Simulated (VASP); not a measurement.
Computed with PBE GGA with D4 dispersion, VASP's PBE PAW potentials (set 64) (plane waves; VASP).

VASP input:

INCAR:
```
PREC  =  Accurate
LCHARG  =  .TRUE.
LWAVE  =  .FALSE.
NEDOS  =  601
LORBIT  =  11
SYSTEM  =  GaP
NELM  =  100
LASPH  =  .TRUE.   # aspherical one-centre terms
EDIFF  =  1E-7   # SCF stop (eV)
LMAXMIX  =  4   # l cut-off of mixed one-centre charges
IVDW  =  13   # D4
ALGO  =  Normal
ISIF  =  2   # forces and stress, cell fixed
ISMEAR  =  -5
GGA  =  PE   # PBE
LREAL  =  .FALSE.   # projection in real space or not
ENCUT  =  520   # plane-wave cut-off (eV)
```

File POSCAR:
```
GaP
1
   -0.0000000000     2.7163308876     2.7163308876
    2.7163308876    -0.0000000000     2.7163308876
    2.7163308876     2.7163308876    -0.0000000000
Ga P
1 1
Direct
  0.0000000000   0.0000000000   0.0000000000
  0.2500000000   0.2500000000   0.2500000000
```

**KPOINTS**
```
K-points
0
G
9 9 9
0 0 0
```

POTCAR, in this order: Ga_d P (PBE.64 set). Program: vasp_std.

Output

File OSZICAR:
```
       N       E                     dE             d eps       ncg     rms          rms(c)
DAV:   1     0.810976496775E+02    0.81098E+02   -0.93401E+03   926   0.200E+03
DAV:   2    -0.338143726894E+01   -0.84479E+02   -0.81958E+02  1015   0.339E+02
DAV:   3    -0.927275900242E+01   -0.58913E+01   -0.58660E+01  1155   0.751E+01
DAV:   4    -0.937950400603E+01   -0.10675E+00   -0.10671E+00  1120   0.110E+01
DAV:   5    -0.938208662799E+01   -0.25826E-02   -0.25825E-02  1167   0.137E+00    0.431E+00
DAV:   6    -0.913733554166E+01    0.24475E+00   -0.46750E-01  1368   0.130E+01    0.284E+00
DAV:   7    -0.910977283839E+01    0.27563E-01   -0.11740E-01  1155   0.258E+00    0.114E+00
DAV:   8    -0.910981000471E+01   -0.37166E-04   -0.14780E-02  1058   0.184E+00    0.174E-01
DAV:   9    -0.911017549796E+01   -0.36549E-03   -0.16001E-03  1144   0.696E-01    0.880E-02
DAV:  10    -0.911023551351E+01   -0.60016E-04   -0.13078E-04  1333   0.128E-01    0.406E-02
DAV:  11    -0.911030596563E+01   -0.70452E-04   -0.10281E-04  1005   0.104E-01    0.641E-03
DAV:  12    -0.911030538958E+01    0.57605E-06   -0.40730E-06  1262   0.344E-02    0.287E-03
DAV:  13    -0.911030580262E+01   -0.41303E-06   -0.12818E-06  1020   0.112E-02    0.173E-03
DAV:  14    -0.911030572761E+01    0.75011E-07   -0.88891E-08   740   0.422E-03
   1 F= -.99448240E+01 E0= -.99448240E+01  d E =0.000000E+00
```

### OUTCAR
```
------------------------ aborting loop because EDIFF is reached ----------------------------------------
  Edisp (eV):   -0.83452
  FORCE on cell =-STRESS in cart. coord.  units (eV):
  Direction    XX          YY          ZZ          XY          YZ          ZX
  --------------------------------------------------------------------------------------
  Total      -0.00107    -0.00107    -0.00107     0.00000     0.00000     0.00000
  in kB      -0.04261    -0.04261    -0.04261     0.00000     0.00000     0.00000
  external pressure =       -0.04 kB  Pullay stress =        0.00 kB
  volume of cell :       40.08
      direct lattice vectors                 reciprocal lattice vectors
     0.000000000  2.716330888  2.716330888    -0.184071831  0.184071831  0.184071831
     2.716330888  0.000000000  2.716330888     0.184071831 -0.184071831  0.184071831
     2.716330888  2.716330888  0.000000000     0.184071831  0.184071831 -0.184071831
  FREE ENERGIE OF THE ION-ELECTRON SYSTEM (eV)
  ---------------------------------------------------
  free  energy   TOTEN  =        -9.9448240362 eV

  energy  without entropy=       -9.9448240362  energy(sigma->0) =       -9.94482404

 total charge

# of ion       s       p       d       tot
------------------------------------------
    1        0.862   0.859  10.014  11.736
    2        1.020   1.531   0.000   2.551
--------------------------------------------------
tot          1.882   2.390  10.014  14.287
```
(Selected blocks of OUTCAR.)

The compound is GaP in the zinc blende structure. It was relaxed first.
